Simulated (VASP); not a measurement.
Calculation: PBEsol GGA, VASP's PBE PAW potentials (set 64) (plane waves; VASP).

A VASP calculation is set up with these files.

File POSCAR:
```
MnSi
2.7102390
  0.9999998515   0.0000000000   0.0000000000
 -0.4999999257   0.8660252067   0.0000000000
  0.0000000000   0.0000000000   1.2969035181
Mn Si
1 1
Cartesian
  0.0000000000   0.0000000000   1.2969035181
  0.5000004257   0.2886747802   0.6484517590
```

**KPOINTS**
```
k-points along high-symmetry lines
10
Line-mode
Reciprocal
  0.000000   0.000000   0.000000 ! GAMMA
  0.500000   0.000000   0.000000 ! M

  0.500000   0.000000   0.000000 ! M
  0.333333   0.333333   0.000000 ! K

  0.333333   0.333333   0.000000 ! K
  0.000000   0.000000   0.000000 ! GAMMA

  0.000000   0.000000   0.000000 ! GAMMA
  0.000000   0.000000   0.500000 ! A

  0.000000   0.000000   0.500000 ! A
  0.500000   0.000000   0.500000 ! L

  0.500000   0.000000   0.500000 ! L
  0.333333   0.333333   0.500000 ! H

  0.333333   0.333333   0.500000 ! H
  0.000000   0.000000   0.500000 ! A

  0.500000   0.000000   0.500000 ! L
  0.500000   0.000000   0.000000 ! M

  0.333333   0.333333   0.500000 ! H
  0.333333   0.333333   0.000000 ! K
```

### INCAR
```
ALGO  =  Normal
EDIFF  =  1E-7
ENCUT  =  400
GGA  =  PS
ICHARG  =  11
ISMEAR  =  0
LASPH  =  T
LCHARG  =  F
LMAXMIX  =  4
LORBIT  =  11
LREAL  =  F
LWAVE  =  F
NELM  =  100
PREC  =  Accurate
SIGMA  =  0.05
SYSTEM  =  MnSi
```

POTCAR, in this order: Mn_pv Si (PBE.64 set). Program: vasp_std. Read from the step before: CHGCAR.

Output

File OSZICAR:
```
       N       E                     dE             d eps       ncg     rms          rms(c)
DAV:   1     0.882255329688E+02    0.88226E+02   -0.87321E+03  2280   0.133E+03
DAV:   2    -0.142609393166E+02   -0.10249E+03   -0.98653E+02  2192   0.329E+02
DAV:   3    -0.166497808321E+02   -0.23888E+01   -0.23577E+01  2580   0.589E+01
DAV:   4    -0.166788220241E+02   -0.29041E-01   -0.29034E-01  2432   0.644E+00
DAV:   5    -0.166793788270E+02   -0.55680E-03   -0.55679E-03  2580   0.899E-01
DAV:   6    -0.166793954441E+02   -0.16617E-04   -0.16617E-04  2548   0.148E-01
DAV:   7    -0.166793960868E+02   -0.64269E-06   -0.64222E-06  2592   0.277E-02
DAV:   8    -0.166793961166E+02   -0.29813E-07   -0.29056E-07  2448   0.550E-03
   1 F= -.16679396E+02 E0= -.16677598E+02  d E =-.359674E-02
```

OUTCAR:
```
 val. band max:       11.3441372263   @ k =   0.0000   0.0000   0.4444

 cond. band min:      11.3764806586   @ k =   0.0000   0.0000   0.3889



 k-point     1 :       0.0000    0.0000    0.0000
  band No.  band energies     occupation
      1     -35.9656      2.00000
      2     -35.9656      2.00000
      3     -35.8784      2.00000
      4      -1.8294      2.00000
      5       7.9433      2.00000
      6       9.5681      2.00000
      7      10.4153      2.00000
      8      10.4153      2.00000
      9      11.7307      0.00000
     10      11.7307      0.00000
     11      17.1315      0.00000
     12      21.7961      0.00000

 k-point     2 :       0.0556    0.0000    0.0000
  band No.  band energies     occupation
      1     -35.9740      2.00000
      2     -35.9677      2.00000
      3     -35.8773      2.00000
      4      -1.7455      2.00000
      5       7.9978      2.00000
      6       9.4649      2.00000
      7      10.3462      2.00000
      8      10.4660      2.00000
      9      11.7119      0.00000
     10      11.8933      0.00000
     11      17.1299      0.00000
     12      20.8678      0.00000

 k-point     3 :       0.1111    0.0000    0.0000
  band No.  band energies     occupation
      1     -35.9967      2.00000
      2     -35.9734      2.00000
      3     -35.8736      2.00000
      4      -1.4950      2.00000
      5       8.1481      2.00000
      6       9.2251      2.00000
      7      10.1506      2.00000
      8      10.6156      2.00000
      9      11.6582      0.00000
     10      12.3104      0.00000
     11      17.1016      0.00000
     12      19.2181      0.00000

 k-point     4 :       0.1667    0.0000    0.0000
  band No.  band energies     occupation
      1     -36.0310      2.00000
      2     -35.9815      2.00000
      3     -35.8679      2.00000
      4      -1.0813      2.00000
      5       8.3479      2.00000
      6       8.9489      2.00000
      7       9.8587      2.00000
...
```

The density is held fixed in this step, so its total energy and stress have no physical meaning.

The structure was generated: MnSi was put into the WC type (P-6m2), which need not be its known phase. It was relaxed first, which changed the volume by -22 %. The run is not spin-polarised, so no magnetic state was tried. The electron count is odd and the run is not spin-polarised, which forces a metal.
